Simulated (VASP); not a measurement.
```yaml
crystal:
  lattice:
    - [4.19717, 0.00000, 0.00000]
    - [-2.09859, 3.63486, 0.00000]
    - [0.00000, 0.00000, 3.51095]
  atoms:
    - { symbol: Ga, position: [0.00000, 0.00000, 0.00000] }
    - { symbol: Bi, position: [0.66667, 0.33333, 0.50000] }
```

Method: PBEsol GGA, VASP's PBE PAW potentials (set 64) (plane waves; VASP). Numerical set-up: 400 eV cut-off, 11×11×12 Γ-centred mesh, tetrahedra with Blöchl corrections, potentials Ga_d Bi_d.

Unless said otherwise, spin-orbit coupling is left out, though it shifts the bands of the heavy elements here.

Task: Predict the energy per atom (σ→0), band gap (on the k-mesh) with the smallest direct gap where there is one.

Result: 
The band gap (on the k-mesh) is none (metal, semimetal or under 0.01 eV) and the energy per atom (σ→0) is -3.695 eV/atom.

Only differences to runs with the same potentials and settings are physical.

The structure was generated: GaBi was put into the WC type (P-6m2), which need not be its known phase. It was relaxed first, which changed the volume by +8 %.
